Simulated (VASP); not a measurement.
Here is the system:

```
CELL_PARAMETERS angstrom
      4.41234     0.00000     0.00000
      0.00000     4.41234     0.00000
      0.00000     0.00000     4.41234
ATOMIC_POSITIONS crystal
  Cs 0.00000 0.00000 0.00000
  Br 0.50000 0.50000 0.50000
```

The numbers are results of PBE GGA with D4 dispersion, VASP's PBE PAW potentials (set 64) (plane waves; VASP 6.6.1), not measurements. Run with 520 eV cut-off, 6×6×6 Γ-centred mesh, Gaussian smearing of 0.050 eV, potentials Cs_sv Br.

The job: CsBr (CsCl type), 2 atoms, PBE-D4, static run, 520 eV, 6×6×6 Γ-centred mesh. Roughly how much core time does it take on a busy server core?

About 10 core-seconds (one run on a shared machine, a rough figure). It had 20 irreducible k-points, 12 bands, up to 2360 plane waves and 13 electronic steps.

The compound is CsBr in the CsCl type structure. This cell is one point of a volume scan, at 1.06 of the reference volume.
